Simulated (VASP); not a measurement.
OSZICAR of a VASP run on C (space group Fd-3m):

OSZICAR:
```
       N       E                     dE             d eps       ncg     rms          rms(c)
DAV:   1    -0.269362527771E+01   -0.26936E+01   -0.51269E+03  1760   0.960E+02
DAV:   2    -0.198308293211E+02   -0.17137E+02   -0.17012E+02  2768   0.111E+02
DAV:   3    -0.199294327535E+02   -0.98603E-01   -0.98603E-01  1760   0.107E+01
DAV:   4    -0.199295653081E+02   -0.13255E-03   -0.13255E-03  2384   0.411E-01
DAV:   5    -0.199295653808E+02   -0.72732E-07   -0.69323E-07  1728   0.537E-03    0.565E+00
DAV:   6    -0.194253927537E+02    0.50417E+00   -0.38755E-01  1720   0.485E+00    0.335E+00
DAV:   7    -0.192497951953E+02    0.17560E+00   -0.42803E-01  1992   0.515E+00    0.716E-01
DAV:   8    -0.192498505474E+02   -0.55352E-04   -0.15102E-03  1712   0.470E-01    0.305E-02
DAV:   9    -0.192498558813E+02   -0.53340E-05   -0.34461E-05  2440   0.553E-02    0.232E-02
DAV:  10    -0.192498609145E+02   -0.50332E-05   -0.31864E-06  1832   0.212E-02    0.443E-03
DAV:  11    -0.192498608028E+02    0.11168E-06   -0.27874E-08  1672   0.167E-03    0.101E-03
DAV:  12    -0.192498608037E+02   -0.89324E-09   -0.25892E-09   832   0.639E-04
   1 F= -.19249861E+02 E0= -.19249861E+02  d E =0.000000E+00
```

Problem. Which electronic solver shows in the log?

Solution. It is blocked Davidson (ALGO = Normal, or the opening steps of other solvers). The INCAR had ALGO = Normal.

Problem. Can the final energy be trusted as converged?

Solution. Self-consistency was reached. It stopped with EDIFF = 1E-7, NELM = 100 (PBEsol GGA, plane waves, VASP's PBE PAW potentials (set 64)).

The structure comes from a computed database's C entry (Fd-3m); how it stands against other phases isn't given here. It was relaxed first.
